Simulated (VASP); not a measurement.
Calculation: TPSS meta-GGA, VASP's PBE PAW potentials (set 64) (plane waves; VASP 6.6.1).

A VASP calculation is set up with these files.

**INCAR**
```
SYSTEM=KF
PREC=Accurate; ENCUT=520; LREAL=.False.
LASPH=.True.
EDIFF=1E-7; NELM=100; ALGO=Normal
LMIXTAU=.True.
ISMEAR=0; SIGMA=0.05
METAGGA=TPSS
ISIF=2
LWAVE=.False.; LCHARG=.False.
```

### KPOINTS
```
Automatic mesh
0
Gamma
8 8 8
0 0 0
```

**POSCAR**
```
KF
1
    0.0000000000     2.6516482171     2.6516482171
    2.6516482171     0.0000000000     2.6516482171
    2.6516482171     2.6516482171     0.0000000000
K F
1 1
Direct
  0.0000000000   1.0000000000   1.0000000000
  0.5000000000   0.5000000000   0.5000000000
```

POTCAR, in this order: K_sv F (PBE.64 set). Program: vasp_std.

The resulting files:

**OSZICAR**
```
       N       E                     dE             d eps       ncg     rms          rms(c)
DAV:   1     0.148930741656E+03    0.14893E+03   -0.10633E+04  1096   0.308E+03
DAV:   2     0.134955112998E+02   -0.13544E+03   -0.12274E+03  1080   0.443E+02
DAV:   3    -0.169051032493E+01   -0.15186E+02   -0.14524E+02  1208   0.168E+02
DAV:   4    -0.223693463005E+01   -0.54642E+00   -0.54459E+00  1080   0.278E+01
DAV:   5    -0.227337150400E+01   -0.36437E-01   -0.36314E-01  1172   0.708E+00    0.832E+01
DAV:   6    -0.172863233820E+02   -0.15013E+02   -0.17765E+02   728   0.231E+02    0.310E+01
DAV:   7    -0.172623984560E+02    0.23925E-01   -0.24837E+00   900   0.176E+01    0.202E+01
DAV:   8    -0.170643254282E+02    0.19807E+00   -0.52682E-01   816   0.716E+00    0.127E+01
DAV:   9    -0.171218816373E+02   -0.57556E-01   -0.54863E-01  1072   0.100E+01    0.562E+00
DAV:  10    -0.172645534705E+02   -0.14267E+00   -0.18759E-01   992   0.577E+00    0.147E+00
DAV:  11    -0.172676253227E+02   -0.30719E-02   -0.98165E-02   968   0.288E+00    0.928E-01
DAV:  12    -0.172670793351E+02    0.54599E-03   -0.10826E-02   932   0.127E+00    0.709E-01
DAV:  13    -0.172690959820E+02   -0.20166E-02   -0.42272E-03   740   0.937E-01    0.161E-01
DAV:  14    -0.172714463616E+02   -0.23504E-02   -0.28946E-03   940   0.584E-01    0.690E-02
DAV:  15    -0.172715584263E+02   -0.11206E-03   -0.11648E-04   868   0.149E-01    0.592E-02
DAV:  16    -0.172715186055E+02    0.39821E-04   -0.45965E-05   732   0.963E-02    0.361E-02
DAV:  17    -0.172716284184E+02   -0.10981E-03   -0.19073E-04   816   0.118E-01    0.966E-03
DAV:  18    -0.172716321729E+02   -0.37545E-05   -0.91397E-06   784   0.442E-02    0.772E-03
DAV:  19    -0.172716326207E+02   -0.44779E-06   -0.91183E-07   924   0.125E-02    0.495E-03
DAV:  20    -0.172716336375E+02   -0.10168E-05   -0.11124E-06   728   0.119E-02    0.338E-03
DAV:  21    -0.172716339220E+02   -0.28446E-06   -0.12286E-07   652   0.433E-03    0.107E-03
DAV:  22    -0.172716339269E+02   -0.49931E-08   -0.49562E-08   520   0.269E-03
   1 F= -.17271634E+02 E0= -.17271634E+02  d E =-.151240E-11
```

OUTCAR:
```
------------------------ aborting loop because EDIFF is reached ----------------------------------------
  FORCE on cell =-STRESS in cart. coord.  units (eV):
  Direction    XX          YY          ZZ          XY          YZ          ZX
  --------------------------------------------------------------------------------------
  Total        0.4842274      0.4842274      0.4842274      0.0000000      0.0000000     -0.0000000
  in kB       20.8056947     20.8056947     20.8056947      0.0000000      0.0000000     -0.0000000
  external PRESSURE =      20.8056947 kB  Pullay stress =       0.0000000 kB
  volume of cell :       37.29
      direct lattice vectors                 reciprocal lattice vectors
     0.000000000  2.651648217  2.651648217    -0.188561966  0.188561966  0.188561966
     2.651648217  0.000000000  2.651648217     0.188561966 -0.188561966  0.188561966
     2.651648217  2.651648217  0.000000000     0.188561966  0.188561966 -0.188561966
  FREE ENERGIE OF THE ION-ELECTRON SYSTEM (eV)
  ---------------------------------------------------
  free  energy   TOTEN  =       -17.2716339269 eV

  energy  without entropy=      -17.2716339269  energy(sigma->0) =      -17.27163393
```
(Selected blocks of OUTCAR.)

OUTCAR:
```
 val. band max:       -2.8491475616   @ k =   0.0000   0.0000   0.0000

 cond. band min:       4.0015531962   @ k =   0.0000   0.0000   0.0000


 Fermi energy:        -2.6330631267

 k-point     1 :       0.0000    0.0000    0.0000
  band No.  band energies     occupation
      1     -29.4001      2.00000
      2     -22.0816      2.00000
      3     -12.2647      2.00000
      4     -12.2647      2.00000
      5     -12.2647      2.00000
      6      -2.8492      2.00000
      7      -2.8491      2.00000
      8      -2.8491      2.00000
      9       4.0016      0.00000
     10       8.3172      0.00000
     11       8.3172      0.00000
     12       8.3172      0.00000

 k-point     2 :       0.1250    0.0000    0.0000
  band No.  band energies     occupation
      1     -29.3854      2.00000
      2     -22.0962      2.00000
      3     -12.3055      2.00000
      4     -12.2699      2.00000
      5     -12.2699      2.00000
      6      -2.9841      2.00000
      7      -2.9040      2.00000
      8      -2.9040      2.00000
      9       4.4375      0.00000
     10       8.0905      0.00000
     11       8.5315      0.00000
     12       8.5315      0.00000

 k-point     3 :       0.2500    0.0000    0.0000
  band No.  band energies     occupation
      1     -29.3495      2.00000
      2     -22.1305      2.00000
      3     -12.4032      2.00000
      4     -12.2823      2.00000
      5     -12.2823      2.00000
      6      -3.2738      2.00000
      7      -3.0334      2.00000
      8      -3.0334      2.00000
      9       5.5255      0.00000
     10       7.7935      0.00000
     11       9.0610      0.00000
     12       9.0610      0.00000

 k-point     4 :       0.3750    0.0000    0.0000
  band No.  band energies     occupation
      1     -29.3131      2.00000
      2     -22.1659      2.00000
      3     -12.4996      2.00000
      4     -12.2944      2.00000
      5     -12.2944      2.00000
      6      -3.5276      2.00000
...
```

The compound is KF in the rock salt structure. This cell is one point of a volume scan, at 0.94 of the reference volume.
